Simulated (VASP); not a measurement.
Given:

```
WTe2
1.0
    1.72266     0.99458     6.95442
   -1.72266     0.99458     6.95442
    0.00000    -1.98916     6.95442
W Te
1 2
Direct
  0.00000   0.00000   0.00000
  0.24379   0.24379   0.24379
  0.75621   0.75621   0.75621
```

Computed with PBEsol GGA, VASP's PBE PAW potentials (set 64) (plane waves; VASP). Run with 400 eV cut-off, 8×8×8 Γ-centred mesh, tetrahedra with Blöchl corrections, potentials W_sv Te.

The cores are frozen, which limits the accuracy of field gradients.

Question: Give the principal components of the electric field gradient (V/Å²) and the asymmetry η at each nucleus.

Answer: 
```csv
atom,Vxx,Vyy,Vzz,η
W1,79.1,79.1,-158.2,0.00
Te2,70.4,70.4,-140.8,0.00
Te3,70.4,70.4,-140.8,0.00
```

The structure was generated: Te2W was put into the CdCl2 type (R-3m), which need not be its known phase. It was relaxed first, which changed the volume by -28 %.
